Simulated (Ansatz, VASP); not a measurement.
# Li4Ge11O24 in two plane-wave programs, part 2 of 2

Aim: how closely do two programs agree when they are given the same cell, functional and k mesh? The structure shown is frame 71 of Ansatz's trajectory.

VASP 6.6.1 and Ansatz 0.2.0.

So far: The structure; Ansatz: dynamics, revPBE.

**3. VASP: single point, revPBE**

Level of this step: revPBE; plane waves and PAW (Ge_d, Li_sv, O) (VASP).

The same cell, functional, mesh and smearing now go to VASP, with its own data sets.

Lines of VASP's logs that name or quote its potential files are left out, and so is its time.

File INCAR:

```
SYSTEM = Li4Ge11O24
PREC = Accurate
ENCUT = 650
EDIFF = 1E-06
NELM = 120
ISMEAR = 0
SIGMA = 0.05
LREAL = Auto
ALGO = Normal
GGA = RE
NBANDS = 368
LORBIT = 11
LWAVE = .FALSE.
LCHARG = .FALSE.
ISIF = 2
LASPH = .TRUE.
GGA_COMPAT = .FALSE.
EFERMI = MIDGAP
NCORE = 2
```

File POSCAR:

```
Li4Ge11O24
1.0
   10.3357500000      0.0000000000      0.0000000000
    0.0000000000     10.3357500000      0.0000000000
    0.0000000000      0.0000000000     10.3357500000
Ge Li O
22 8 48
Direct
    0.7196574995      0.3010134727      0.9332752824
    0.9041143604      0.4218948794      0.3617444307
    0.9398447137      0.6766417531      0.1380935104
    0.3557942094      0.9994049779      0.8891178676
    0.8564158382      0.0646493965      0.4978448589
    0.6844012287      0.7604769852      0.7262366060
    0.1614880391      0.4440993639      0.8412838933
    0.0211111917      0.9940449411      0.7383499020
    0.7582420240      0.9103838618      0.2387054640
    0.9951866096      0.6821759427      0.7124591829
    0.0034104927      0.2184069855      0.9967346346
    0.5277217425      0.6932830225      0.1922937378
    0.2230800861      0.6268050214      0.4960936555
    0.3520015480      0.9249256222      0.3113175145
    0.2594973756      0.2008465762      0.6956727862
    0.4924944973      0.5662772416      0.8920494401
    0.7618798829      0.3748058922      0.6220835450
    0.3476864282      0.2954599328      0.4088237428
    0.4325665772      0.8282030815      0.6005176209
    0.1040466343      0.1506034879      0.2945407929
    0.6031395883      0.3698425368      0.2441042014
    0.6571946883      0.0074111700      0.9442469100
    0.1021503036      0.9159761024      0.1174467262
    0.1852792492      0.7729095615      0.9368841158
    0.2255279007      0.6631642600      0.2170911642
    0.0655104855      0.8763950366      0.3806980625
    0.5912488208      0.1169823187      0.4404808553
    0.8447863000      0.5332365818      0.8882471035
    0.4679195994      0.1481266478      0.1440437317
    0.4816679970      0.5296180732      0.5853082747
    0.5570664925      0.6465810415      0.7542558595
    0.7628280483      0.1867014972      0.5646905159
    0.0608664103      0.5769682897      0.8289674189
    0.9142732748      0.8333502649      0.2014561111
    0.3331640181      0.1640422804      0.8423868611
    0.2658152529      0.2181651065      0.2941537866
    0.5307694168      0.5263962460      0.2468616211
    0.4011223182      0.8930556563      0.7591998645
    0.7224439446      0.0041748301      0.1029243161
    0.6052197470      0.2918510993      0.0890598167
    0.0352562707      0.3145683671      0.3429939772
    0.1822799507      0.9690153109      0.2724717606
    0.0757855018      0.6151658080      0.5807319256
    0.1771134170      0.3481701860      0.7072055729
    0.6579590257      0.7695329318      0.2670246475
    0.0151754832      0.0754855719      0.4241878915
    0.7078344581      0.8637109063      0.8566093414
    0.8975352539      0.9593885301      0.6204774690
    0.3536947004      0.6855041966      0.5855791791
    0.1050141499      0.7288585734      0.0879665240
    0.4908690709      0.0126551049      0.2800377331
    0.2251699199      0.9478363931      0.9687734320
    0.9495005200      0.5608591539      0.2735844036
    0.0479597513      0.1382483129      0.1380064340
    0.5790968241      0.4220593571      0.8889146893
    0.3921631231      0.7710809569      0.2548533004
    0.6069903007      0.8307282974      0.5890525603
    0.9616234913      0.0940521975      0.8755629732
    0.7578937184      0.0002418789      0.3738577268
    0.0545291827      0.8318312653      0.7733546187
    0.4957743753      0.9908569770      0.9873981085
    0.6696949907      0.1572309702      0.8641172629
    0.3011102242      0.5461238904      0.8869216070
    0.6219287425      0.4334857171      0.5911327190
    0.1365551605      0.0879665240      0.6623225213
    0.8555160487      0.3016036572      0.0333502649
    0.5064750986      0.6790605423      0.0179667658
    0.3157390610      0.4734150884      0.4480468278
    0.7626151948      0.3456836708      0.3026872748
    0.1325593208      0.3314515154      0.9667319740
    0.5057688121      0.2930798442      0.3619669593
    0.8996637883      0.4206564594      0.5332462569
    0.8186440268      0.3627796725      0.7876254747
    0.8093075007      0.6367897830      0.0425223133
    0.1774810730      0.7339477058      0.3839489152
    0.8269549863      0.6619548654      0.7205572890
    0.3574002854      0.9208814068      0.4757855018
    0.3522821276      0.2291754348      0.5656967322
```

File KPOINTS:

```
Automatic mesh
0
Gamma
1 1 1
0 0 0
```

The projector-augmented-wave data sets are Ge_d, Li_sv and O (PBE family, release 64).

Run with:

```sh
> mpirun -np 8 vasp_gam
```

Numbers of over 12 decimals in the logs are rounded to 6 here.

What it wrote:

```text
[banner, memory and clock lines left out]
running    8 mpi-ranks, on    1 nodes
[...]
|                                                                             |
|               ----> ADVICE to this user running VASP <----                  |
|                                                                             |
|     You enforced a specific xc type in the INCAR file but a different       |
|     [... a line on the potential file left out ...]
|     I HOPE YOU KNOW WHAT YOU ARE DOING!                                     |
|                                                                             |

 LDA part: xc-table for (Slater+PW92), standard interpolation
 POSCAR, INCAR and KPOINTS ok, starting setup
[...]
entering main loop
       N       E                     dE             d eps       ncg     rms          rms(c)
DAV:   1     0.219781186310E+05    0.21978E+05   -0.23336E+05   960   0.496E+03
DAV:   2     0.547426042407E+04   -0.16504E+05   -0.15354E+05   736   0.149E+03
DAV:   3     0.417630395198E+03   -0.50566E+04   -0.46896E+04   784   0.439E+02
DAV:   4    -0.464702018010E+03   -0.88233E+03   -0.86018E+03   864   0.200E+02
[...]
DAV:  18    -0.451015624290E+03   -0.48673E-05   -0.42695E-05  1008   0.259E-02    0.802E-03
DAV:  19    -0.451015624614E+03   -0.32379E-06   -0.12505E-05   888   0.161E-02    0.301E-03
DAV:  20    -0.451015625266E+03   -0.65163E-06   -0.97417E-06   792   0.991E-03
   1 F= -.45101563E+03 E0= -.45101563E+03  d E =-.379648E-53
```

Parts of OUTCAR (step 3):

```text
  FREE ENERGIE OF THE ION-ELECTRON SYSTEM (eV)
  ---------------------------------------------------
  free  energy   TOTEN  =      -451.0156252655 eV

  energy  without entropy=     -451.0156252655  energy(sigma->0) =     -451.01562527

[... 1 further part left out ...]
```

The PAW data sets were made with PBE, which is usual practice but a small mismatch for other functionals.

**4. Differences**

Known differences besides the potentials themselves: the cutoff is 420 eV in Ansatz and 650 eV in VASP (PREC = Accurate, projectors in real space); Ansatz makes its cores anew for this functional, VASP keeps those of its PBE data sets. Total energies have different zeros and are not compared.

Forces on 7 of the 78 atoms, those with the largest forces and the largest differences (eV/Å; atoms numbered as in POSCAR):

```csv
atom,"Ansatz x, y, z","VASP x, y, z"
Ge1,"-2.476, 2.361, -0.338","-2.465, 2.285, -0.336"
Ge9,"0.038, -3.396, -2.826","0.005, -3.291, -2.761"
Ge17,"2.691, -2.871, 0.722","2.536, -2.773, 0.681"
Ge18,"-1.153, 4.130, 2.884","-1.094, 4.018, 2.822"
O34,"-0.902, 2.720, 1.953","-0.909, 2.669, 1.939"
O64,"-3.011, 1.127, -0.988","-2.779, 1.028, -0.938"
O77,"0.312, 0.124, 3.961","0.338, 0.087, 3.882"
```

The forces differ by 45 meV/Å r.m.s., which is 4.2 % of the r.m.s. force of 1.079 eV/Å (both taken over all components).

**5. Outcome**

| Quantity | Value |
| --- | --- |
| r.m.s. force difference (single point, revPBE) | 4.2 % of the r.m.s. force |

What this shows: The r.m.s. force difference is 4.2 % of the r.m.s. force (single point, revPBE), beyond the 3 % picked in this series as the mark of a large difference. What causes the difference of the single point, revPBE pair stays open here. 2 further runs of this series are not shown here. How closely two codes agree says nothing of how well the functional describes the real material.

[Lines on the potential files, build, host, timing and source positions are cut from VASP's logs without a mark.]

[Logs are printed without paths, hosts, clocks, repeated set-up lines and the standing remarks that a program may print on its own settings, such as how far it seeks lower states.]

[Hosts, paths, dates, database ids (printed as entryN), source tags and the programs' standing remarks are cut or masked in the printed files.]
